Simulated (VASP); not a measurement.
A VASP calculation is set up with these files.

### KPOINTS
```
Automatic mesh
0
Gamma
 6 6 4
0 0 0
```

### POSCAR
```
Mg3Sb2
1
    2.2641715250    -3.9216602738     0.0000000000
    2.2641715250     3.9216602738    -0.0000000000
   -0.0000000000     0.0000000000     7.1298289724
Mg Sb
3 2
Direct
  1.0000000000   0.0000000000   1.0000000000
  0.3333330000   0.6666670000   0.6324425233
  0.6666670000   0.3333330000   0.3675574767
  0.3333330000   0.6666670000   0.2230065051
  0.6666670000   0.3333330000   0.7769934949
```

**INCAR**
```
# general
SYSTEM =Mg3Sb2
PREC   =Accurate
ENCUT  =520
LREAL  =.FALSE.
LASPH  =.TRUE.

# electronic loop
EDIFF  =1E-7
NELM   =100
ALGO   =Normal
LMAXMIX=4

# smearing
ISMEAR =-5

# functional
GGA    =PE
IVDW   =12

# ions
ISIF   =2

# output
LWAVE  =.FALSE.
LCHARG =.TRUE.
LORBIT =11
NEDOS  =601

# other
LEFG   =.TRUE.
```

POTCAR, in this order: Mg Sb (PBE.64 set). Program: vasp_std.

**Question.** Translate this PBE-D3(BJ) calculation to Quantum ESPRESSO's pw.x.

**Answer.** One equivalent input (not run):
```
&CONTROL
  calculation = 'scf'
  pseudo_dir = './pseudo'
  outdir = './out'
  tprnfor = .true.
  tstress = .true.
/
&SYSTEM
  ibrav = 0
  nat = 5
  ntyp = 2
  ecutwfc = 84
  occupations = 'tetrahedra'
  input_dft = 'pbe'
  vdw_corr = 'grimme-d3'
  dftd3_version = 4
  dftd3_threebody = .false.
/
&ELECTRONS
  conv_thr = 7.3e-09
  electron_maxstep = 100
/
ATOMIC_SPECIES
  Mg 24.305 Mg.upf
  Sb 121.760 Sb.upf
CELL_PARAMETERS angstrom
     2.2641715   -3.9216603    0.0000000
     2.2641715    3.9216603   -0.0000000
    -0.0000000    0.0000000    7.1298290
ATOMIC_POSITIONS crystal
  Mg   1.0000000  0.0000000  1.0000000
  Mg   0.3333330  0.6666670  0.6324425
  Mg   0.6666670  0.3333330  0.3675575
  Sb   0.3333330  0.6666670  0.2230065
  Sb   0.6666670  0.3333330  0.7769935
K_POINTS automatic
  6 6 4 0 0 0
```
Limits of the translation: the potentials are each code's own (VASP's PAW set, PseudoDojo norm-conserving files in pw.x), so ENCUT and ecutwfc are chosen apart and not converted; conv_thr bounds pw.x's estimated SCF error, while EDIFF bounds the energy change between steps; the field gradients of LEFG aren't asked of the other code.

The compound is Mg3Sb2 in the a-la2o3 structure. It was relaxed first.
